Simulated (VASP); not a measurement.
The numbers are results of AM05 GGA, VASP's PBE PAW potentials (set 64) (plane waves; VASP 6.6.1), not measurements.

A VASP calculation is set up with these files.

### KPOINTS
```
Automatic mesh
0
Gamma
10 10 10
0 0 0
```

### POSCAR
```
LiCl
1
    0.0000000000     2.5613504446     2.5613504446
    2.5613504446     0.0000000000     2.5613504446
    2.5613504446     2.5613504446     0.0000000000
Li Cl
1 1
Direct
  0.0000000000   0.0000000000   0.0000000000
  0.5000000000   0.5000000000   0.5000000000
```

### INCAR
```
SYSTEM=LiCl
PREC=Accurate; ENCUT=520; LREAL=.FALSE.
LASPH=.TRUE.
EDIFF=1E-7; NELM=100; ALGO=Normal
ISMEAR=-5
GGA=AM
ISIF=2
LWAVE=.FALSE.; LCHARG=.TRUE.; LORBIT=11
NEDOS=601
```

POTCAR, in this order: Li_sv Cl (PBE.64 set). Program: vasp_std.

Output

File OUTCAR:
```
 ion  position               nearest neighbor table
   1  0.000  0.000  0.000-   2 2.56   2 2.56   2 2.56   2 2.56   2 2.56   2 2.56
   2  0.500  0.500  0.500-   1 2.56   1 2.56   1 2.56   1 2.56   1 2.56   1 2.56
  LATTYP: Found a face centered cubic cell.
 ALAT       =     5.1227008892
 Subroutine PRICEL returns:
 Original cell was already a primitive cell.
 Subroutine GETGRP returns: Found 48 space group operations
The static configuration has the point symmetry O_h .
The dynamic configuration has the point symmetry O_h .
 Subroutine INISYM returns: Found 48 space group operations
 Subroutine IBZKPT returns following result:
 Found     47 irreducible k-points:

 Following reciprocal coordinates:
            Coordinates               Weight
  0.000000  0.000000  0.000000      1.000000
  0.100000  0.000000  0.000000      8.000000
  0.200000  0.000000  0.000000      8.000000
  0.300000  0.000000  0.000000      8.000000
  0.400000  0.000000  0.000000      8.000000
  0.500000  0.000000  0.000000      4.000000
  0.100000  0.100000  0.000000      6.000000
  0.200000  0.100000  0.000000     24.000000
  0.300000  0.100000  0.000000     24.000000
...
```

### OSZICAR
```
       N       E                     dE             d eps       ncg     rms          rms(c)
DAV:   1     0.441527111706E+02    0.44153E+02   -0.43216E+03   846   0.103E+03
DAV:   2    -0.537254810697E+01   -0.49525E+02   -0.48799E+02  1157   0.161E+02
DAV:   3    -0.731881991515E+01   -0.19463E+01   -0.19437E+01  1016   0.385E+01
DAV:   4    -0.737227488280E+01   -0.53455E-01   -0.53352E-01  1333   0.625E+00
DAV:   5    -0.737313763604E+01   -0.86275E-03   -0.86270E-03  1108   0.618E-01    0.234E+00
DAV:   6    -0.731716362043E+01    0.55974E-01   -0.13940E-01   975   0.225E+00    0.160E+00
DAV:   7    -0.732095689642E+01   -0.37933E-02   -0.51061E-02  1259   0.153E+00    0.788E-01
DAV:   8    -0.732523182180E+01   -0.42749E-02   -0.90244E-03   943   0.801E-01    0.110E-01
DAV:   9    -0.732525997648E+01   -0.28155E-04   -0.36544E-04  1114   0.172E-01    0.381E-02
DAV:  10    -0.732533456011E+01   -0.74584E-04   -0.15433E-04   900   0.114E-01    0.296E-02
DAV:  11    -0.732534188463E+01   -0.73245E-05   -0.13387E-05  1162   0.329E-02    0.119E-02
DAV:  12    -0.732534245838E+01   -0.57375E-06   -0.78320E-07   937   0.897E-03    0.655E-03
DAV:  13    -0.732534115423E+01    0.13042E-05   -0.51027E-07   998   0.590E-03    0.666E-04
DAV:  14    -0.732534127550E+01   -0.12127E-06   -0.12060E-08   454   0.117E-03    0.134E-04
DAV:  15    -0.732534126281E+01    0.12682E-07   -0.19656E-09   441   0.427E-04
   1 F= -.73253413E+01 E0= -.73253413E+01  d E =0.000000E+00
```

File OUTCAR:
```
------------------------ aborting loop because EDIFF is reached ----------------------------------------
  FORCE on cell =-STRESS in cart. coord.  units (eV):
  Direction    XX          YY          ZZ          XY          YZ          ZX
  --------------------------------------------------------------------------------------
  Total       -0.0206891     -0.0206891     -0.0206891      0.0000000      0.0000000     -0.0000000
  in kB       -0.9863162     -0.9863162     -0.9863162      0.0000000      0.0000000     -0.0000000
  external PRESSURE =      -0.9863162 kB  Pullay stress =       0.0000000 kB
  volume of cell :       33.61
      direct lattice vectors                 reciprocal lattice vectors
     0.000000000  2.561350445  2.561350445    -0.195209524  0.195209524  0.195209524
     2.561350445  0.000000000  2.561350445     0.195209524 -0.195209524  0.195209524
     2.561350445  2.561350445  0.000000000     0.195209524  0.195209524 -0.195209524
  FREE ENERGIE OF THE ION-ELECTRON SYSTEM (eV)
  ---------------------------------------------------
  free  energy   TOTEN  =        -7.3253412628 eV

  energy  without entropy=       -7.3253412628  energy(sigma->0) =       -7.32534126

 total charge

# of ion       s       p       d       tot
------------------------------------------
    1        2.007   0.043   0.000   2.049
    2        1.577   3.572   0.000   5.149
--------------------------------------------------
tot          3.583   3.615   0.000   7.198
```
(Selected blocks of OUTCAR.)

**OUTCAR**
```
 val. band max:        0.6461504342   @ k =   0.0000   0.0000   0.0000

 cond. band min:       6.9670160163   @ k =   0.0000   0.0000   0.0000


 Fermi energy:         0.6575627311

 k-point     1 :       0.0000    0.0000    0.0000
  band No.  band energies     occupation
      1     -41.9996      2.00000
      2     -12.7194      2.00000
      3       0.6461      2.00000
      4       0.6461      2.00000
      5       0.6462      2.00000
      6       6.9670      0.00000
      7      12.5416      0.00000
      8      12.5416      0.00000
      9      12.5416      0.00000

 k-point     2 :       0.1000    0.0000    0.0000
  band No.  band energies     occupation
      1     -41.9994      2.00000
      2     -12.6694      2.00000
      3       0.2897      2.00000
      4       0.6186      2.00000
      5       0.6186      2.00000
      6       7.2856      0.00000
      7      11.9441      0.00000
      8      12.5484      0.00000
      9      12.5484      0.00000

 k-point     3 :       0.2000    0.0000    0.0000
  band No.  band energies     occupation
      1     -41.9987      2.00000
      2     -12.5335      2.00000
      3      -0.5161      2.00000
      4       0.5492      2.00000
      5       0.5492      2.00000
      6       7.7760      0.00000
      7      11.4437      0.00000
      8      11.7999      0.00000
      9      11.7999      0.00000

 k-point     4 :       0.3000    0.0000    0.0000
  band No.  band energies     occupation
      1     -41.9977      2.00000
      2     -12.3544      2.00000
      3      -1.3637      2.00000
      4       0.4686      2.00000
      5       0.4686      2.00000
      6       7.7475      0.00000
      7      10.9006      0.00000
      8      10.9006      0.00000
      9      12.0017      0.00000

 k-point     5 :       0.4000    0.0000    0.0000
  band No.  band energies     occupation
      1     -41.9969      2.00000
      2     -12.1990      2.00000
      3      -1.9806      2.00000
...
```

The compound is LiCl in the rock salt structure. It was relaxed first.
